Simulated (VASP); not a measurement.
Computed with vdW-DF-cx, VASP's PBE PAW potentials (set 64) (plane waves; VASP).

Input for VASP

KPOINTS:
```
Regular mesh
0
Gamma
  12 12 12
```

**POSCAR**
```
AlN
1
    0.0000000000     2.1934432306     2.1934432306
    2.1934432306     0.0000000000     2.1934432306
    2.1934432306     2.1934432306     0.0000000000
Al N
1 1
Direct
  0.0000000000   0.0000000000   0.0000000000
  0.2500000000   0.2500000000   0.2500000000
```

### INCAR
```
AGGAC = 0.0
ALGO = Normal
EDIFF = 1E-7
ENCUT = 520
GGA = CX
ISIF = 2
ISMEAR = -5
LASPH = T
LCHARG = T
LORBIT = 11
LREAL = F
LUSE_VDW = T
LWAVE = F
NEDOS = 601
NELM = 100
PREC = Accurate
SYSTEM = AlN
```

POTCAR, in this order: Al N (PBE.64 set). Program: vasp_std.

What VASP printed:

**OUTCAR**
```
 ion  position               nearest neighbor table
   1  0.000  0.000  0.000-   2 1.90   2 1.90   2 1.90   2 1.90
   2  0.250  0.250  0.250-   1 1.90   1 1.90   1 1.90   1 1.90
  LATTYP: Found a face centered cubic cell.
 ALAT       =     4.3868864612
 Subroutine PRICEL returns:
 Original cell was already a primitive cell.
 Subroutine GETGRP returns: Found 24 space group operations
The static configuration has the point symmetry T_d .
The dynamic configuration has the point symmetry T_d .
 Subroutine INISYM returns: Found 24 space group operations
 Subroutine IBZKPT returns following result:
 Found     72 irreducible k-points:

 Following reciprocal coordinates:
            Coordinates               Weight
  0.000000  0.000000  0.000000      1.000000
  0.083333  0.000000  0.000000      8.000000
  0.166667  0.000000  0.000000      8.000000
  0.250000  0.000000  0.000000      8.000000
  0.333333  0.000000  0.000000      8.000000
  0.416667  0.000000  0.000000      8.000000
  0.500000  0.000000  0.000000      4.000000
  0.083333  0.083333  0.000000      6.000000
  0.166667  0.083333  0.000000     24.000000
  0.250000  0.083333  0.000000     24.000000
  0.333333  0.083333  0.000000     24.000000
  0.416667  0.083333  0.000000     24.000000
  0.500000  0.083333  0.000000     24.000000
 -0.416667  0.083333  0.000000     24.000000
 -0.333333  0.083333  0.000000     24.000000
 -0.250000  0.083333  0.000000     24.000000
 -0.166667  0.083333  0.000000     24.000000
 -0.083333  0.083333  0.000000     12.000000
  0.166667  0.166667  0.000000      6.000000
  0.250000  0.166667  0.000000     24.000000
  0.333333  0.166667  0.000000     24.000000
  0.416667  0.166667  0.000000     24.000000
  0.500000  0.166667  0.000000     24.000000
 -0.416667  0.166667  0.000000     24.000000
...
```

### OSZICAR
```
       N       E                     dE             d eps       ncg     rms          rms(c)
DAV:   1     0.122647858284E+02    0.12265E+02   -0.40462E+03  1216   0.828E+02
DAV:   2    -0.143703444369E+02   -0.26635E+02   -0.26278E+02  1544   0.143E+02
DAV:   3    -0.148773014342E+02   -0.50696E+00   -0.50696E+00  1344   0.250E+01
DAV:   4    -0.148788883014E+02   -0.15869E-02   -0.15869E-02  1720   0.130E+00
DAV:   5    -0.148788914229E+02   -0.31215E-05   -0.31215E-05  1400   0.423E-02    0.850E+00
DAV:   6    -0.126140032308E+02    0.22649E+01   -0.12988E+01  1240   0.229E+01    0.298E+00
DAV:   7    -0.125990294140E+02    0.14974E-01   -0.99835E-02  1224   0.329E+00    0.203E+00
DAV:   8    -0.125897741154E+02    0.92553E-02   -0.22289E-02  1272   0.202E+00    0.413E-01
DAV:   9    -0.125894497771E+02    0.32434E-03   -0.76362E-04  1656   0.232E-01    0.208E-01
DAV:  10    -0.125895362129E+02   -0.86436E-04   -0.19666E-04  1192   0.122E-01    0.196E-02
DAV:  11    -0.125895363337E+02   -0.12079E-06   -0.24930E-06  1544   0.151E-02    0.959E-03
DAV:  12    -0.125895365989E+02   -0.26524E-06   -0.51733E-07  1272   0.727E-03    0.142E-03
DAV:  13    -0.125895365705E+02    0.28478E-07   -0.95040E-09   744   0.126E-03
   1 F= -.12589537E+02 E0= -.12589537E+02  d E =0.000000E+00
```

### OUTCAR
```
------------------------ aborting loop because EDIFF is reached ----------------------------------------
  FORCE on cell =-STRESS in cart. coord.  units (eV):
  Direction    XX          YY          ZZ          XY          YZ          ZX
  --------------------------------------------------------------------------------------
  Total        0.0004265      0.0004265      0.0004265     -0.0000000      0.0000000     -0.0000000
  in kB        0.0323785      0.0323785      0.0323785     -0.0000000      0.0000000     -0.0000000
  external PRESSURE =       0.0323785 kB  Pullay stress =       0.0000000 kB
  volume of cell :       21.11
      direct lattice vectors                 reciprocal lattice vectors
     0.000000000  2.193443231  2.193443231    -0.227952104  0.227952104  0.227952104
     2.193443231  0.000000000  2.193443231     0.227952104 -0.227952104  0.227952104
     2.193443231  2.193443231  0.000000000     0.227952104  0.227952104 -0.227952104
  FREE ENERGIE OF THE ION-ELECTRON SYSTEM (eV)
  ---------------------------------------------------
  free  energy   TOTEN  =       -12.5895365705 eV

  energy  without entropy=      -12.5895365705  energy(sigma->0) =      -12.58953657

 total charge

# of ion       s       p       d       tot
------------------------------------------
    1        0.366   0.439   0.000   0.805
    2        1.219   2.628   0.000   3.847
--------------------------------------------------
tot          1.585   3.067   0.000   4.652
```
(Selected blocks of OUTCAR.)

The compound is AlN in the zinc blende structure, a metastable form; wurtzite is the usual one. It was relaxed first.
